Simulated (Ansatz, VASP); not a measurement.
## PtSe2 (Sudovikovite): VASP beside Ansatz

Aim: how closely do two programs agree when they are given the same cell, functional and k mesh? The cell is taken from a series of runs on this material, whose earlier steps may have relaxed, scaled, displaced or heated it; both programs get it as it stands.

Program: Ansatz 0.2.0. Level of theory: plane waves, with VASP 6.6.1 beside it; relaxation of cell and atoms at PBE and zone-centre phonons at PBE. Results are calculated unless marked as measured.

## Step 1: Starting point

Symmetry: P-3m1, No. 164, trigonal system. The conventional cell has a = 3.752 Å, b = 3.752 Å, c = 6.524 Å, α = 90.00°, β = 90.00°, γ = 120.00°. Pt has 6 Se at 2.53 Å nearest. Nearest to Se lie 3 Pt at 2.53 Å. Farther neighbours and most contacts between anions are not listed.

As a file:

```
Pt Se
1.0
     3.75170    0.00000    0.00000
    -1.87585    3.24907    0.00000
     0.00000    0.00000    6.52367
Pt Se
1 2
Direct
  0.00000 0.00000 0.00000
  0.33333 0.66667 0.20028
  0.66667 0.33333 0.79972
```

## Step 2: VASP: relaxation of cell and atoms, PBE

The relaxed volume is the usual yardstick between codes: in a stiff, nearly cubic crystal its relative difference is about their pressure difference at one cell divided by the bulk modulus.

Lines of VASP's logs that name or quote its potential files are left out, and so is its time.

Input file INCAR:

```
SYSTEM = PtSe2
PREC = Accurate
ENCUT = 500
EDIFF = 1E-07
NELM = 120
ISMEAR = 0
SIGMA = 0.02
LREAL = .FALSE.
ALGO = Normal
GGA = PE
NBANDS = 17
LASPH = .TRUE.
LORBIT = 11
LWAVE = .FALSE.
LCHARG = .FALSE.
ISIF = 3
IBRION = 2
NSW = 80
EDIFFG = -0.005
GGA_COMPAT = .FALSE.
NELMIN = 4
EFERMI = MIDGAP
KPAR = 2
```

Input file POSCAR:

```
PtSe2
1.0
    3.7517010000      0.0000000000      0.0000000000
   -1.8758500000      3.2490680000      0.0000000000
    0.0000000000      0.0000000000      6.5236710000
Pt Se
1 2
Direct
    0.0000000000      0.0000000000      0.0000000000
    0.3333333471      0.6666668719      0.2002829389
    0.6666665403      0.3333334359      0.7997172144
```

Input file KPOINTS:

```
Automatic mesh
0
Gamma
9 9 4
0 0 0
```

The projector-augmented-wave data sets are Pt and Se (PBE family, release 64).

Run with:

```
$ mpirun -np 2 vasp_std
```

Numbers of over 12 decimals in the logs are rounded to 6 here.

Output:

```text
[banner, memory and clock lines left out]
running    2 mpi-ranks, on    1 nodes
 distrk:  each k-point on    1 cores,    2 groups
 distr:  one band on    1 cores,    1 groups

 POSCAR found type information on POSCAR PtSe
 POSCAR found :  2 types and       3 ions
 LDA part: xc-table for (Slater+PW92), standard interpolation
 POSCAR, INCAR and KPOINTS ok, starting setup
 FFT: planning ... GRIDC
 FFT: planning ... GRID_SOFT
 FFT: planning ... GRID
 WAVECAR not read
 entering main loop
       N       E                     dE             d eps       ncg     rms          rms(c)
DAV:   1     0.111015853330E+03    0.11102E+03   -0.94302E+03  1486   0.107E+03
DAV:   2    -0.972412069784E+01   -0.12074E+03   -0.11679E+03  1898   0.208E+02
DAV:   3    -0.151017548219E+02   -0.53776E+01   -0.53477E+01  1787   0.459E+01
DAV:   4    -0.151522318746E+02   -0.50477E-01   -0.50460E-01  1904   0.475E+00
DAV:   5    -0.151530142427E+02   -0.78237E-03   -0.78233E-03  1808   0.548E-01    0.119E+01
DAV:   6    -0.145293930611E+02    0.62362E+00   -0.45452E+00  1497   0.203E+01    0.679E+00
DAV:   7    -0.143213739408E+02    0.20802E+00   -0.90959E-01  1522   0.955E+00    0.347E+00
DAV:   8    -0.143057359804E+02    0.15638E-01   -0.62912E-02  1763   0.172E+00    0.768E-01
DAV:   9    -0.143024873705E+02    0.32486E-02   -0.10342E-02  1637   0.102E+00    0.201E-01
DAV:  10    -0.143028291887E+02   -0.34182E-03   -0.18831E-03  1605   0.266E-01    0.565E-02
DAV:  11    -0.143028442252E+02   -0.15036E-04   -0.79917E-05  1929   0.785E-02    0.305E-02
DAV:  12    -0.143028510198E+02   -0.67946E-05   -0.24132E-05  1555   0.353E-02    0.413E-03
DAV:  13    -0.143028517297E+02   -0.70991E-06   -0.25520E-06  1940   0.105E-02    0.174E-03
DAV:  14    -0.143028520509E+02   -0.32110E-06   -0.27377E-07  1480   0.353E-03    0.104E-03
DAV:  15    -0.143028521861E+02   -0.13523E-06   -0.62160E-08  1314   0.169E-03    0.302E-04
DAV:  16    -0.143028522003E+02   -0.14240E-07   -0.83038E-09  1082   0.822E-04
   1 F= -.14302852E+02 E0= -.14302852E+02  d E =-.143029E+02
[...]
2 F= -.14302850E+02 E0= -.14302850E+02  d E =0.179523E-05
[...]
3 F= -.14302859E+02 E0= -.14302859E+02  d E =-.712546E-05
 curvature:  -0.21 expect dE=-0.687E-06 dE for cont linesearch -0.713E-07
 ZBRENT: interpolating
 opt :   0.4458  next Energy=   -14.302859 (dE=-0.720E-05)
 bond charge predicted
       N       E                     dE             d eps       ncg     rms          rms(c)
DAV:   1    -0.143028598621E+02   -0.50113E-06   -0.95016E-06  1531   0.260E-02    0.424E-03
DAV:   2    -0.143028594362E+02    0.42590E-06   -0.16935E-06  1520   0.135E-02    0.226E-03
DAV:   3    -0.143028593151E+02    0.12108E-06   -0.14457E-07   830   0.404E-03    0.102E-03
DAV:   4    -0.143028592372E+02    0.77958E-07   -0.10775E-07   754   0.171E-03
   4 F= -.14302859E+02 E0= -.14302859E+02  d E =-.703686E-05
 curvature:  -0.22 expect dE=-0.522E-06 dE for cont linesearch -0.251E-07
 trial: gam= 0.15198 g(F)=  0.230E-05 g(S)=  0.484E-07 ort =-0.174E-05 (trialstep = 0.889E+00)
 search vector abs. value=  0.244E-05
 reached required accuracy - stopping structural energy minimisation
```

OUTCAR, selected parts (step 2):

```text
ion  position               nearest neighbor table
   1  0.000  0.000  0.000-   3 2.53   3 2.53   2 2.53   3 2.53   2 2.53   2 2.53
   2  0.333  0.667  0.200-   1 2.53   1 2.53   1 2.53
   3  0.667  0.333  0.800-   1 2.53   1 2.53   1 2.53

  LATTYP: Found a hexagonal cell.
 ALAT       =     3.7517010000
 C/A-ratio  =     1.7388568545

 Subroutine GETGRP returns: Found 12 space group operations
 (whereof 12 operations were pure point group operations)

The static configuration has the point symmetry D_3d.

 Found     43 irreducible k-points:

   k-points           NKPTS =     43   k-points in BZ     NKDIM =     43   number of bands    NBANDS=     17

   dimension x,y,z NGX =    28 NGY =   28 NGZ =   48
   dimension x,y,z NGXF=    56 NGYF=   56 NGZF=   96

   ENCUT  =  500.0 eV  36.75 Ry    6.06 a.u.   6.84  6.84 11.89*2*pi/ulx,y,z

   NELECT =      22.0000    total number of electrons

 k-points in reciprocal lattice and weights: Automatic mesh
   0.00000000  0.00000000  0.00000000       0.003
   0.11111111  0.00000000  0.00000000       0.019
   0.22222222 -0.00000000  0.00000000       0.019
   0.33333333  0.00000000  0.00000000       0.019
   0.44444444 -0.00000000  0.00000000       0.019
   0.11111111  0.11111111  0.00000000       0.019
   0.22222222  0.11111111  0.00000000       0.037
   0.33333333  0.11111111  0.00000000       0.037
   0.44444444  0.11111111  0.00000000       0.019
[...]
0.33333333  0.22222222  0.50000000       0.037
   0.33333333  0.33333333  0.50000000       0.006

 average (electrostatic) potential at core
       1 -71.2995       2 -55.2820       3 -55.2820

 E-fermi :   3.5078

 k-point     1 :       0.0000    0.0000    0.0000
  band No.  band energies     occupation
    ...
      7      -0.0093      2.00000
      8       1.4322      2.00000
      9       2.7640      2.00000
     10       2.7640      2.00000
     11       2.8028      2.00000
     12       5.6667      0.00000
     13       5.6667      0.00000
     14       7.2030      0.00000
     15       8.2350      0.00000
     16      11.1381      0.00000
    ...

 k-point     2 :       0.1111    0.0000    0.0000
  band No.  band energies     occupation
    ...
      7      -0.0995      2.00000
      8       1.1074      2.00000
      9       2.5520      2.00000
     10       2.7484      2.00000
     11       2.9593      2.00000
     12       4.9445      0.00000
     13       5.5087      0.00000
     14       7.8700      0.00000
     15       8.9563      0.00000
     16      10.4433      0.00000
    ...

 k-point     3 :       0.2222   -0.0000    0.0000
  band No.  band energies     occupation
    ...
      7      -0.2292      2.00000
      8       0.6483      2.00000
      9       2.2136      2.00000
     10       2.5030      2.00000
     11       2.8300      2.00000
     12       4.3279      0.00000
     13       5.3449      0.00000
     14       8.6548      0.00000
     15       9.1155      0.00000
     16      10.8414      0.00000
    ...

  Total        0.0007005      0.0007005      0.0014252      0.0000000     -0.0000000      0.0000000
  in kB        0.0141199      0.0141199      0.0287295      0.0000000     -0.0000000      0.0000000
  external PRESSURE =       0.0189898 kB  Pullay stress =       0.0000000 kB

  energy-cutoff  :      500.00
  volume of cell :       79.48
      direct lattice vectors                 reciprocal lattice vectors
     3.750993673 -0.000000000 -0.000000000     0.266596024  0.153919263  0.000000000
    -1.875496337  3.248455437  0.000000000     0.000000000  0.307838608  0.000000000
     0.000000000  0.000000000  6.522901753     0.000000000  0.000000000  0.153306004

 POSITION                                       TOTAL-FORCE (eV/Angst)
 -----------------------------------------------------------------------------------
      0.00000      0.00000     -0.00000         0.000000     -0.000000     -0.000000
     -0.00000      2.16564      1.30639         0.000000     -0.000000      0.004877
      1.87550      1.08282      5.21651        -0.000000      0.000000     -0.004877
 -----------------------------------------------------------------------------------
    total drift:                                0.000326     -0.000326     -0.000419

  FREE ENERGIE OF THE ION-ELECTRON SYSTEM (eV)
  ---------------------------------------------------
  free  energy   TOTEN  =       -14.3028592372 eV

  energy  without entropy=      -14.3028592372  energy(sigma->0) =      -14.30285924

 reached required accuracy - stopping structural energy minimisation

 total charge
# of ion       s       p       d       tot
------------------------------------------
    1        0.669   0.680   7.985   9.334
    2        1.478   2.238   0.055   3.771
    3        1.478   2.238   0.055   3.771
--------------------------------------------------
tot          3.625   5.157   8.095  16.877

[... 3 further parts left out ...]
```

CONTCAR:

```
PtSe2
   1.00000000000000
     3.7509936732397309   -0.0000000001088507   -0.0000000000000000
    -1.8754963368084003    3.2484554373224541    0.0000000000000000
     0.0000000000000000    0.0000000000000000    6.5229017528135724
  Pt              Se
     1     2
Direct
     0.0000000000000000    0.0000000000000000    0.0000000000000000
     0.3333333471000017    0.6666668718999986    0.2002775570866387
     0.6666665402999996    0.3333334359000020    0.7997225962133615
```

## Step 3: Ansatz: relaxation of cell and atoms, PBE

Ansatz runs on its default PAW (the set named soft_2) files.

The same cell, functional, mesh and smearing now go to Ansatz, which takes its cutoff from its data sets.

Input file input.yaml:

```yaml
crystal:
  lattice:
    - [3.751700935, 0.0, 0.0]
    - [-1.8758504675, 3.2490683171, 0.0]
    - [0.0, 0.0, 6.5236713899]
  atoms:
    - { symbol: Pt, position: [0.0, 0.0, 0.0] }
    - { symbol: Se, position: [0.3333333333, 0.6666666667, 0.200282866] }
    - { symbol: Se, position: [0.6666666667, 0.3333333333, 0.799717134] }
kpoints:
  mp_grid: { grid: [9, 9, 4] }
hamiltonian:
  xc: pbe
scf:
  occupations: { method: gaussian, width: 0.02 }
output:
  forces: true
  stress: true
  eigenvalues: true
  write_density: true
  write_potential: true
  elf: true
  volumetric_format: npy
relax:
  adjacent_minimum: "off"
  f_tol: 0.005
  max_steps: 80
  cell: { stress_tol: 0.05 }
```

Run with:

```
$ ansatz run input.yaml --threads 8 --pin off --max-ram 14336MiB --backend cpu --events-out ev --progress --plain --runs-dir out
```

Output:

```text
Engine: ansatz 0.2.0, aarch64-unknown-linux-gnu
Pseudopotentials: kind: paw
Pseudopotential: Pt, paw, valence charge 18, recommended cutoff 420 eV (normal), Pt.paw.azcp
Pseudopotential: Se, paw, valence charge 16, recommended cutoff 420 eV (normal), Se.paw.azcp
Functional definition: PBE
  parameter kappa = 0.804
  parameter beta = 0.066725
  exchange = pbe_x(kappa = kappa, mu = beta*pi^2/3)
  correlation = pbe_c(beta = beta)
Crystal: 3 atoms, lattice volume = 79.521 Å³
Basis set: ecut = 420 eV, 1581 PW (Γ), exchange–correlation on 54×54×90 points (8 copies of the dense FFT grid, shifted against one another)
Bands: 30, of which v1, the nominal top of the filled ones, is band 25 counted from 1 (24 counted from 0)
Symmetry: 12 space group operations
Space group: P-3m1 (ITA 164), of the structure as read, at distance tolerance 4.3e-5 Å
k-points: 43 of 324
Non-local potential: Pt, projectors of the file, l = 0: 3, l = 1: 2, l = 2: 2, l = 3: 1
Non-local potential: Se, projectors of the file, l = 0: 2, l = 1: 2, l = 2: 3, l = 3: 1
PAW form: soft (Blöchl's): semilocal exchange-correlation on the pseudo side does not see the compensation charge
PAW one-centre angular grid: Pt, 590 points (default); XC on 64 Gauss nodes
PAW one-centre angular grid: Se, 590 points (default); XC on 64 Gauss nodes
Initial density: superposition of atomic densities (neutral atoms: chi_scale 0, normalization atom), corrected by the library's trained network
Initial wavefunctions: pseudopotential atomic-orbital guess
Functional: x = pbe(κ = 0.804, μ = 0.219515), c = pbe(β = 0.066725)
SCF iter   1: F=—  HF=-23462.368494 eV  |F-HF|=—  |Δ(HF+E_count)|=         —  Δρ=2.19e-3  dr2=2.53e-3  ethr=1.77e-3  ⟨swp⟩=6.3  Hψ=5162  notcnv=0
preconditioner: auto → Resta (q_TF=auto, 2.525 Å⁻¹)  ε∞=5.1  [insulator: Δε(μ)=0.931 eV  Ē_g=9.605 eV  σ=0.020 eV  W_gap=1.00  n_scr=22 (ndim 8)  ℏωp=19.5 eV  f_vac=0.241  D(μ)=0.00/eV (n_scr^D=0)  ε∞_Penn≈5.1]
SCF iter   2: F=—  HF=-23462.369346 eV  |F-HF|=—  |Δ(HF+E_count)|=   8.51e-4  Δρ=1.02e-3  dr2=9.05e-4  ethr=5.07e-6  ⟨swp⟩=2.3  Hψ=2293  notcnv=0  defer=41
SCF iter   3: F=—  HF=-23462.369509 eV  |F-HF|=—  |Δ(HF+E_count)|=   1.63e-4  Δρ=5.60e-4  dr2=2.19e-4  ethr=1.81e-6  ⟨swp⟩=2.0  Hψ=1506  notcnv=0  defer=41
SCF iter   4: F=—  HF=-23462.369585 eV  |F-HF|=—  |Δ(HF+E_count)|=   7.65e-5  Δρ=9.05e-5  dr2=7.28e-6  ethr=4.38e-7  ⟨swp⟩=2.0  Hψ=1854  notcnv=0  defer=41
SCF iter   5: F=—  HF=-23462.369554 eV  |F-HF|=—  |Δ(HF+E_count)|=   3.12e-5  Δρ=2.79e-5  dr2=1.70e-6  ethr=1.46e-8  ⟨swp⟩=2.0  Hψ=2150  notcnv=0  defer=41
SCF iter   6: F=—  HF=-23462.369555 eV  |F-HF|=—  |Δ(HF+E_count)|=   8.15e-7  Δρ=1.28e-5  dr2=2.54e-7  ethr=3.40e-9  ⟨swp⟩=2.0  Hψ=2150  notcnv=0  defer=41
SCF iter   7: F=-23462.369555 eV  HF=-23462.369555 eV  |F-HF|=5.51e-8  |Δ(HF+E_count)|=   1.73e-7  Δρ=5.25e-6  dr2=3.15e-8  ethr=2.00e-10  ⟨swp⟩=12.8  Hψ=9707  notcnv=0
SCF 1 converged in 7 iterations: F = -23462.369555 eV  dr2 = 3.15e-8
  greatest PAW one-centre occupation: 1.000 electrons in one spin orbital (limit 2), on the Pt atom at site 0 (counted from 0), in its partial waves of l = 0
relax step   1: F+E_penalty+E_count = -23462.36955498 eV  Δ(F+E_penalty+E_count) = +0.000e0 eV  max|allowed force component| = 7.794e-4 eV/Å  Δτ_max = 0.0000 Å  P = -0.011 GPa  Ω = 79.521 Å³  (7 SCF iters, dr2 threshold 1.00e-7 eV, accepted)
Initial density: handed on by an earlier stage of this run
Initial wavefunctions: pseudopotential atomic-orbital guess (no wavefunctions were taken with the density)
iter 1 solved again at ethr=1.56e-7 eV; its pass at ethr=3.10e-3 eV (dr2=7.78e-5 eV) is discarded
SCF iter   1: F=—  HF=-23462.369588 eV  |F-HF|=—  |Δ(HF+E_count)|=         —  Δρ=5.23e-6  dr2=2.73e-8  ethr=1.56e-7  ⟨swp⟩=3.8  Hψ=8335  notcnv=0
eigensolver tolerance schedule: the retry pair's looser diagonalisation over-reported the residual by 2848.77 of it (diagonalisation noise at 0.17 of the residual, at the tolerance the schedule requests for it); recorded, not acted on — ethr = c·dr2/N_el stays at c = 1.0e-1
preconditioner: auto → Resta (q_TF=auto, 2.525 Å⁻¹)  ε∞=5.1  [insulator: Δε(μ)=0.914 eV  Ē_g=9.599 eV  σ=0.020 eV  W_gap=1.00  n_scr=22 (ndim 8)  ℏωp=19.5 eV  f_vac=0.243  D(μ)=0.00/eV (n_scr^D=0)  ε∞_Penn≈5.1]
SCF iter   2: F=—  HF=-23462.369555 eV  |F-HF|=—  |Δ(HF+E_count)|=   3.29e-5  Δρ=3.27e-6  dr2=1.35e-8  ethr=5.46e-11  ⟨swp⟩=3.0  Hψ=2582  notcnv=0
SCF iter   3: F=—  HF=-23462.369555 eV  |F-HF|=—  |Δ(HF+E_count)|=   3.43e-8  Δρ=1.19e-6  dr2=2.32e-9  ethr=2.69e-11  ⟨swp⟩=2.0  Hψ=1742  notcnv=0
SCF iter   4: F=—  HF=-23462.369555 eV  |F-HF|=—  |Δ(HF+E_count)|=   5.60e-9  Δρ=3.69e-7  dr2=1.14e-10  ethr=4.65e-12  ⟨swp⟩=2.1  Hψ=1766  notcnv=0
SCF iter   5: F=—  HF=-23462.369555 eV  |F-HF|=—  |Δ(HF+E_count)|=  1.38e-10  Δρ=1.48e-7  dr2=3.28e-11  ethr=1.00e-12  ⟨swp⟩=6.5  Hψ=5817  notcnv=0
SCF iter   6: F=-23462.369555 eV  HF=-23462.369555 eV  |F-HF|=1.46e-11  |Δ(HF+E_count)|=  1.09e-11  Δρ=1.04e-7  dr2=1.39e-11  ethr=1.00e-12  ⟨swp⟩=6.0  Hψ=5398  notcnv=0
SCF 2 converged in 6 iterations: F = -23462.369555 eV  dr2 = 1.39e-11
relax step   2: F+E_penalty+E_count = -23462.36955500 eV  Δ(F+E_penalty+E_count) = -2.114e-8 eV  max|allowed force component| = 7.670e-4 eV/Å  Δτ_max = 0.0000 Å  P = -0.011 GPa  Ω = 79.521 Å³  stress off target by 1.36e-2 GPa  SCF on the basis re-selected at this cell (its energy is not comparable with the rows above)  (6 SCF iters)
basis re-selected at this cell: Δ(F+E_penalty+E_count) = -2.114e-8 eV, ΔP = -0.000 GPa vs the last step (what re-selecting the basis moved, of the pressure what is left beyond the Pulay correction that the steps carried, after the strain that the cell walked since its last selection, with what the two solves' SCF thresholds leave and, on support functions, any second-order correction that the steps lacked; it is no m [...]
SCF converged after 6 iterations
Free energy (F): -23462.369555 eV
Harris-Foulkes:  -23462.369555 eV  (|F-HF|=1.46e-11)
Internal energy: -23462.369555 eV  (E = F + TS)
E sigma→0 (E₀):  -23462.369555 eV
Fermi energy:    8.690966 eV
--- Per-component energies (eV) ---
  E_band       = -1163.196022
  E_kinetic    = 872.291297
  E_local      = -9310.630303  (includes V_loc(G=0)·N_el)
  E_nonlocal   = -990.840760
  E_hartree    = 4308.587810
  E_xc         = -469.398163
  E_vxc        = -498.102324  (∫ρ·V_xc dr)
  E_paw        = -13277.749555  (= ΣΔE_a)
  E_vpaw       = 146.911314  (= ΣTr[D̂ρ^β])
  E_aug_tail   = -0.001005  (compensation charges beyond the density's cutoff)
  E_ewald      = -4594.628874
  E_smearing   = -0.000000  (= −TS)
  E_closure    = 0.000000  (closes the sum)
  Σ components = -23462.369555   (vs F -23462.369555, Δ=0.00e0)
--- Forces (eV/Å), atoms counted from 1 ---
  atom   1  Pt     0.00000000     0.00000000     0.00000000
  atom   2  Se     0.00000000    -0.00000000     0.00076701
  atom   3  Se     0.00000000     0.00000000    -0.00076701
  max |Σ_I F_I| component: 2.31e-18 eV/Å
--- Stress (GPa, compression-positive) ---
       -0.013599       0.000000       0.000000
        0.000000      -0.013599      -0.000000
        0.000000      -0.000000      -0.005219
  P = ⅓ Tr σ = -0.0108 GPa (-0.108 kbar)
--- Band table (eV; the first three rows and the last of 43) ---
  k-point 0: bands = [... 21 lower, 6.6142, 7.9419, 7.9419, 7.9846, 10.8495, 10.8495, 12.3818, 13.4165, ... 1 higher]
  k-point 1: bands = [... 21 lower, 6.6580, 7.5176, 7.9275, 7.9275, 10.8835, 10.8835, 13.0311, 13.5087, ... 1 higher]
  k-point 2: bands = [... 21 lower, 6.8783, 6.9098, 7.9134, 7.9134, 10.9176, 10.9176, 13.4836, 14.0363, ... 1 higher]
  k-point 42: bands = [... 21 lower, 5.4894, 5.7024, 6.9268, 6.9268, 9.9853, 9.9853, 14.5085, 15.5321, ... 1 higher]
--- Relaxed structure (1 steps of the walk, 1 accepted, 1 SCFs on fresh bases) ---
  F+E_penalty+E_count = -23462.36955500 eV   max|allowed force component| = 7.670e-4 eV/Å   (the final SCF, on the basis selected at the relaxed cell)
  cell:  # Å, volume = 79.5205 Å³
    - [3.751701, 0.0, 0.0]
    - [-1.875850, 3.249068, 0.0]
    - [0.0, 0.0, 6.5236713899]
  atoms:
    - { symbol: Pt, position: [0.0, 0.0, 0.0] }
    - { symbol: Se, position: [0.333333, 0.666667, 0.200282866] }
    - { symbol: Se, position: [0.666667, 0.333333, 0.799717134] }
```

## Step 4: Differences

Known differences besides the potentials themselves: the data sets hold 50 valence electrons in Ansatz (on its default PAW (the set named soft_2) files) and 22 in VASP; the cutoff is 420 eV in Ansatz and 500 eV in VASP; Ansatz adds a Pulay correction to the stress that steers its cell, VASP none. Total energies have different zeros and are not compared.

The two programs side by side:

```tsv
quantity	Ansatz	VASP	difference
volume (Å³)	79.52	79.48	+0.05 %
edge a after relaxation, in the typed setting (Å)	3.752	3.751	+0.02 %
edge c after relaxation, in the typed setting (Å)	6.524	6.523	+0.01 %
```

(Continued in part 2 of 2.)

[Lines on the potential files, build, host, timing and source positions are cut from VASP's logs without a mark.]

[Logs are printed without paths, hosts, clocks, repeated set-up lines and the standing remarks that a program may print on its own settings, such as how far it seeks lower states.]

[Hosts, paths, dates, database ids (printed as entryN), source tags and the programs' standing remarks are cut or masked in the printed files.]
